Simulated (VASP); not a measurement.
HfN (rock salt) relaxed at rising pressure, in one space group throughout; other phases were not tried. The pressures are those reached. All values below come from LDA (Ceperley-Alder, Perdew-Zunger), VASP's LDA PAW potentials (set 64) (plane waves; VASP 6.6.1).

```json
[
 {"P (GPa)": "-0.10", "V (Å³/atom)": "11.107", "k-mesh": "14×14×14"},
 {"P (GPa)": "4.97", "V (Å³/atom)": "10.933", "k-mesh": "14×14×14"},
 {"P (GPa)": "9.97", "V (Å³/atom)": "10.773", "k-mesh": "14×14×14"},
 {"P (GPa)": "20.02", "V (Å³/atom)": "10.486", "k-mesh": "14×14×14"},
 {"P (GPa)": "29.99", "V (Å³/atom)": "10.234", "k-mesh": "14×14×14"}
]
```

A change of mesh leaves a small step in the series.

**Question.** Fit an equation of state and predict the volume at 44.86 GPa.

**Answer.** Least squares on the third-order Birch-Murnaghan form, P = (3B0/2)(y⁷ − y⁵)[1 + (3/4)(B′ − 4)(y² − 1)] with y = (V0/V)^(1/3), gives V0 = 11.103 Å³/atom, B0 = 311 GPa and B′ = 4.1, and so 9.907 Å³/atom. The run gave 9.908 Å³/atom, +0.0 % from the fit.

Pressures at which the relaxation failed are left out.

The compound is HfN in the rock salt structure. The electron count is odd and the run is not spin-polarised, which forces a metal.
